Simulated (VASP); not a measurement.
Consider the following.

```yaml
crystal:
  lattice:
    - [0.00000, 2.91791, 2.91791]
    - [2.91791, 0.00000, 2.91791]
    - [2.91791, 2.91791, 0.00000]
  atoms:
    - { symbol: In, position: [0.00000, 0.00000, 0.00000] }
    - { symbol: P, position: [0.25000, 0.25000, 0.25000] }
```

Calculation: PBE GGA, VASP's PBE PAW potentials (set 64) (plane waves; VASP 6.6.1). Settings: 520 eV cut-off, 8×8×8 Γ-centred mesh, Gaussian smearing of 0.050 eV, potentials In_d P.

Unless said otherwise, spin-orbit coupling is left out, though it shifts the bands of the heavy elements here.

Estimate the energy per atom (σ→0), pressure, band gap (on the k-mesh) with the smallest direct gap where there is one.

```yaml
band gap (on the k-mesh): 0.78 eV
smallest direct gap (on the k-mesh): 0.78 eV
energy per atom (σ→0): -4.183 eV/atom
pressure: 4.27 GPa
```

The compound is InP in the zinc blende structure. This cell is one point of a volume scan, at 0.94 of the reference volume.
